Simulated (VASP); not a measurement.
Wanted: the native input for a VASP 6.6.1 run.

```
Task                   : relaxation of cell and atoms
Functional             : r2SCAN
Potentials or basis    : VASP PAW PBE potentials, release 64 (W_sv, Se)
Cutoff                 : 600 eV
k mesh                 : 9 × 9 × 2
Occupations            : gaussian, width 0.03 eV
Spin                   : no spin polarisation
Further INCAR settings : ALGO = Normal; EDIFF = 1e-06; IBRION = 2; EDIFFG = -0.01; NSW = 90; ISIF = 3
```

The structure of WSe2 lies in POSCAR:

```
WSe2
1.0
    3.2900000000      0.0000000000      0.0000000000
   -1.6450000000      2.8492235785      0.0000000000
    0.0000000000      0.0000000000     12.9700000000
W Se
2 4
Direct
    0.3333333333      0.6666666667      0.2500000000
    0.6666666667      0.3333333333      0.7500000000
    0.3333333333      0.6666666667      0.6210000000
    0.6666666667      0.3333333333      0.1210000000
    0.3333333333      0.6666666667      0.8790000000
    0.6666666667      0.3333333333      0.3790000000
```

One way to write it, as run:

INCAR

```
SYSTEM = WSe2
ALGO = Normal ; EDIFF = 1E-6
EDIFFG = -0.01 ; ENCUT = 600
IBRION = 2 ; ISIF = 3
ISMEAR = 0 ; KPAR = 2
LASPH = .True. ; LCHARG = .False.
LMIXTAU = .True. ; LREAL = .False.
LWAVE = .False. ; METAGGA = R2SCAN
NELM = 80 ; NSW = 90
PREC = Accurate ; SIGMA = 0.03
```

KPOINTS

```
k-points
0
Gamma
  9 9 2
  0 0 0
```

Potentials or basis: VASP PAW PBE potentials, release 64 (W_sv, Se).

Run with:

```sh
$ cat potpaw_PBE.64/W_sv/POTCAR potpaw_PBE.64/Se/POTCAR > POTCAR
$ mpirun -np 2 vasp_std > vasp.out
```

It gave:

The relaxed volume is 21.84 Å³/atom, the relaxed cell is a = 3.317 Å, b = 3.317 Å, c = 13.751 Å, α = 90.00°, β = 90.00°, γ = 120.00° and the space group after relaxing (to 0.05 Å) is P6_3/mmc (No. 194). The energy gained by relaxing is 9.9 meV/atom and the ionic steps are 13. The pressure after relaxing is 0.0 GPa, the largest force after relaxing is 0.008 eV/Å and the band gap on the k mesh is 1.42 eV, indirect (least direct gap 1.58 eV).

Caveat: the PAW data sets were made with another functional, which shifts forces and pressure a little; spin-orbit coupling is left out, which moves the levels of the heavy elements; an odd mesh through Γ misses points on the zone boundary, where band edges often lie.

Run time: 43 min on 2 MPI ranks on Intel(R) Xeon(R) Platinum 8259CL CPU @ 2.50GHz (Skylake/Cascade Lake) (shared host), peak memory 0.37 GiB a rank.
